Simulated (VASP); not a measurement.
Output of a VASP run:

OSZICAR:
```
...
DAV:  11    -0.411648611392E+02    0.63935E-06   -0.89347E-06  1820   0.210E-02
   3 F= -.41164861E+02 E0= -.41164861E+02  d E =-.209202E+00
       N       E                     dE             d eps       ncg     rms          rms(c)
DAV:   1    -0.411656137413E+02   -0.75196E-03   -0.19406E-02  1720   0.152E+00    0.222E-01
DAV:   2    -0.411650426387E+02    0.57110E-03   -0.23265E-03  1600   0.467E-01    0.897E-02
DAV:   3    -0.411649469318E+02    0.95707E-04   -0.81728E-04  1404   0.183E-01    0.234E-02
DAV:   4    -0.411649493358E+02   -0.24040E-05   -0.15780E-04  1824   0.664E-02    0.189E-02
DAV:   5    -0.411649530587E+02   -0.37230E-05   -0.11470E-05  1836   0.316E-02    0.103E-02
DAV:   6    -0.411649591179E+02   -0.60591E-05   -0.15490E-05  2024   0.149E-02    0.654E-03
DAV:   7    -0.411649588392E+02    0.27866E-06   -0.67176E-07   800   0.806E-03
   4 F= -.41164959E+02 E0= -.41164959E+02  d E =-.209299E+00
       N       E                     dE             d eps       ncg     rms          rms(c)
DAV:   1    -0.411654289363E+02   -0.46982E-03   -0.16909E-02  1712   0.142E+00    0.202E-01
DAV:   2    -0.411649529522E+02    0.47598E-03   -0.20075E-03  1592   0.433E-01    0.814E-02
DAV:   3    -0.411648756700E+02    0.77282E-04   -0.70226E-04  1396   0.170E-01    0.212E-02
DAV:   4    -0.411648783364E+02   -0.26664E-05   -0.13424E-04  1812   0.609E-02    0.178E-02
DAV:   5    -0.411648815632E+02   -0.32268E-05   -0.92565E-06  1776   0.282E-02    0.102E-02
DAV:   6    -0.411648870578E+02   -0.54945E-05   -0.14159E-05  2028   0.147E-02    0.589E-03
DAV:   7    -0.411648867921E+02    0.26566E-06   -0.56488E-07   764   0.717E-03
   5 F= -.41164887E+02 E0= -.41164887E+02  d E =-.209227E+00
       N       E                     dE             d eps       ncg     rms          rms(c)
DAV:   1    -0.411708595652E+02   -0.59725E-02   -0.11808E+00  1344   0.842E+00    0.459E-01
DAV:   2    -0.411697480858E+02    0.11115E-02   -0.34712E-02  1608   0.163E+00    0.280E-01
DAV:   3    -0.411683133827E+02    0.14347E-02   -0.50060E-03  1744   0.490E-01    0.115E-01
DAV:   4    -0.411681512298E+02    0.16215E-03   -0.14490E-03  2108   0.298E-01    0.674E-02
DAV:   5    -0.411681446564E+02    0.65735E-05   -0.22886E-04  1808   0.140E-01    0.294E-02
DAV:   6    -0.411681554328E+02   -0.10776E-04   -0.39880E-05  2256   0.436E-02    0.138E-02
DAV:   7    -0.411681566483E+02   -0.12156E-05   -0.72165E-06  1520   0.279E-02    0.338E-03
DAV:   8    -0.411681577504E+02   -0.11021E-05   -0.10099E-06   868   0.902E-03    0.147E-03
DAV:   9    -0.411681577102E+02    0.40280E-07   -0.20976E-07   800   0.519E-03
   6 F= -.41168158E+02 E0= -.41168158E+02  d E =-.327092E-02
       N       E                     dE             d eps       ncg     rms          rms(c)
DAV:   1    -0.411692504798E+02   -0.10927E-02   -0.29587E-01  1344   0.421E+00    0.229E-01
DAV:   2    -0.411689586875E+02    0.29179E-03   -0.86191E-03  1572   0.813E-01    0.139E-01
DAV:   3    -0.411685987578E+02    0.35993E-03   -0.12127E-03  1728   0.244E-01    0.559E-02
DAV:   4    -0.411685620717E+02    0.36686E-04   -0.34207E-04  2112   0.142E-01    0.338E-02
DAV:   5    -0.411685603628E+02    0.17089E-05   -0.56089E-05  1816   0.693E-02    0.145E-02
DAV:   6    -0.411685636873E+02   -0.33245E-05   -0.10227E-05  2172   0.221E-02    0.716E-03
DAV:   7    -0.411685642804E+02   -0.59303E-06   -0.18973E-06  1072   0.150E-02
   7 F= -.41168564E+02 E0= -.41168564E+02  d E =-.367749E-02
```

**OUTCAR**
```
------------------------ aborting loop because EDIFF is reached ----------------------------------------
  FORCE on cell =-STRESS in cart. coord.  units (eV):
  Direction    XX          YY          ZZ          XY          YZ          ZX
  --------------------------------------------------------------------------------------
  Total        0.1157095      0.1157095      0.0958324      0.0000000      0.0000000      0.0000000
  in kB        2.7909317      2.7909317      2.3114931      0.0000000      0.0000000      0.0000000
  external PRESSURE =       2.6311188 kB  Pullay stress =       0.0000000 kB
  volume of cell :       66.42
      direct lattice vectors                 reciprocal lattice vectors
     4.696497194 -0.000000000  0.000000000     0.212924645 -0.000000000  0.000000000
     0.000000000  4.696497194  0.000000000     0.000000000  0.212924645  0.000000000
     0.000000000  0.000000000  3.011496121     0.000000000  0.000000000  0.332060863
 POSITION                                       TOTAL-FORCE (eV/Angst)
 -----------------------------------------------------------------------------------
      0.00000      0.00000      0.00000         0.000000      0.000000     -0.000000
      2.34825      2.34825      1.50575        -0.000000      0.000000     -0.000000
      1.43178      1.43178      0.00000        -0.007830     -0.007830      0.000000
      3.78003      0.91646      1.50575        -0.007830      0.007830     -0.000000
      0.91646      3.78003      1.50575         0.007830     -0.007830     -0.000000
      3.26471      3.26471      0.00000         0.007830      0.007830     -0.000000
 -----------------------------------------------------------------------------------
    total drift:                                0.000000     -0.000000     -0.000000
  FREE ENERGIE OF THE ION-ELECTRON SYSTEM (eV)
  ---------------------------------------------------
  free  energy   TOTEN  =       -41.1685642804 eV

  energy  without entropy=      -41.1685642804  energy(sigma->0) =      -41.16856428

 reached required accuracy - stopping structural energy minimisation
```
(Selected blocks of OUTCAR.)

### POSCAR
```
TiO2
1
    4.5947055636    -0.0000000000     0.0000000000
    0.0000000000     4.5947055636     0.0000000000
    0.0000000000     0.0000000000     2.9437176444
Ti O
2 4
Direct
  0.0000000000   1.0000000000   0.0000000000
  0.5000000000   0.5000000000   0.5000000000
  0.3042739349   0.3042739349   1.0000000000
  0.8042739349   0.1957260651   0.5000000000
  0.1957260651   0.8042739349   0.5000000000
  0.6957260651   0.6957260651   0.0000000000
```

Q: Write an INCAR and KPOINTS that could have produced this output.

A: Several could match; the one computed here: the input of the run itself, vdW-DF2, plane waves, VASP's PBE PAW potentials (set 64).

### INCAR
```
AGGAC  =  0.0
ALGO  =  Normal
EDIFF  =  1E-6
EDIFFG  =  -0.02
ENCUT  =  520
GGA  =  ML
IBRION  =  2
ISIF  =  3
ISMEAR  =  0
LASPH  =  T
LCHARG  =  F
LMAXMIX  =  4
LREAL  =  F
LUSE_VDW  =  T
LWAVE  =  F
NELM  =  100
NSW  =  60
PREC  =  Accurate
SIGMA  =  0.05
SYSTEM  =  TiO2
ZAB_VDW  =  -1.8867
```

### KPOINTS
```
Automatic mesh
0
Gamma
5 5 7
0 0 0
```

POTCAR, in this order: Ti_sv O (PBE.64 set). Program: vasp_std.

Energy and stress use the plane-wave basis of the starting cell.

The compound is TiO2 in the rutile structure. This run relaxes it. Symmetry was kept, so distortions that lower it aren't found. The start is the result of an earlier pass.
